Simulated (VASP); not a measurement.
Here is the system:

```xyz
2
Lattice="2.9577 0.0000 0.0000 0.0000 2.9577 0.0000 0.0000 0.0000 2.9577" Properties=species:S:1:pos:R:3 pbc="T T T"
Y      0.0000     0.0000     0.0000
N      1.4788     1.4788     1.4788
```

Calculation: PBEsol GGA, VASP's PBE PAW potentials (set 64) (plane waves; VASP). Settings: 520 eV cut-off, Gaussian smearing of 0.050 eV, potentials Y_sv N.

Estimate the band gap (along the path) with the smallest direct gap where there is one.

| Item | Value |
|---|---|
| band gap (along the path) | none (metal, semimetal or under 0.01 eV) |

Only differences to runs with the same potentials and settings are physical.

The structure was generated: YN was put into the CsCl type type (Pm-3m), which need not be its known phase. It was relaxed first, which changed the volume by -34 %.
